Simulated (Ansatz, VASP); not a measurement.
# HfGe in VASP and in Ansatz

File INCAR:

```
PREC = Accurate ; ENCUT = 900
EDIFF = 1E-6 ; ISMEAR = -1
SIGMA = 0.05 ; LREAL = False
LASPH = True ; NELM = 60
ALGO = Fast ; ISIF = 3
LWAVE = False ; LCHARG = False
GGA = PE ; IBRION = 2
NSW = 40 ; EDIFFG = -0.005
```

File KPOINTS:

```
regular mesh
0
Gamma
  8 8 7
```

Contents of POSCAR:

```
HfGe
1.0
    3.2196660000      0.0000000000      0.0000000000
    0.0000000000      3.2196660000      0.0000000000
    0.0000000000      0.0000000000      4.1084277000
Hf Ge
1 1
Direct
    0.5000000000      0.5000000000      0.0000000000
    0.0000000000      0.0000000000      0.0000000000
```

input.yaml

```yaml
crystal:
  lattice:
    - [3.219666, 0.0, 0.0]
    - [0.0, 3.219666, 0.0]
    - [0.0, 0.0, 4.1084277]
  atoms:
    - { symbol: Hf, position: [0.5, 0.5, 0.0] }
    - { symbol: Ge, position: [0.0, 0.0, 0.0] }
hamiltonian:
  xc: pbe
  pseudopotentials: { kind: paw }
kpoints:
  mp_grid: { grid: [8, 8, 7] }
scf:
  occupations: { method: fermi_dirac, width: 0.05 }
output:
  forces: true
  stress: true
  eigenvalues: true
relax:
  f_tol: 0.01
  max_steps: 40
  cell: { stress_tol: 0.05 }
```

The cell was built by a generator and needn't be a form met in nature.

Alike in both runs: task relaxation of cell and atoms; functional PBE; k mesh 8 × 8 × 7; occupations fermi-dirac, width 0.05 eV; no spin polarisation.

|  | VASP | Ansatz |
| --- | --- | --- |
| version | VASP 6.6.1 | Ansatz 0.2.0 |
| potentials or method | VASP PAW PBE potentials, release 64 (Hf, Ge) | Ansatz PAW |
| plane-wave cutoff (eV) | 900 | 420 |
| valence electrons in the cell | 8 | 40 |

VASP gave:

* gap on the k mesh at the Fermi level, each at its own relaxed structure (eV): none
* relaxed volume (Å³/atom): 22.29
* relaxed cell length with the largest relative difference (Å): 3.058
* energy change over the relaxation (meV/atom): -1996

Problem. What did Ansatz give for the same quantities?

Solution. gap on the k mesh at the Fermi level, each at its own relaxed structure (eV): none; relaxed volume (Å³/atom): 22.42; relaxed cell length with the largest relative difference (Å): 3.069; energy change over the relaxation (meV/atom): -1982.

A gap of «none» marks a metal or a gap that the smearing closes. The two sets of potentials don't hold the same shells in valence.

Caveats: the plane-wave basis is chosen anew once the cell has moved, so the energies of steps on either side of that aren't comparable (Ansatz). Spin-orbit coupling is left out, which matters for the levels of Hf.
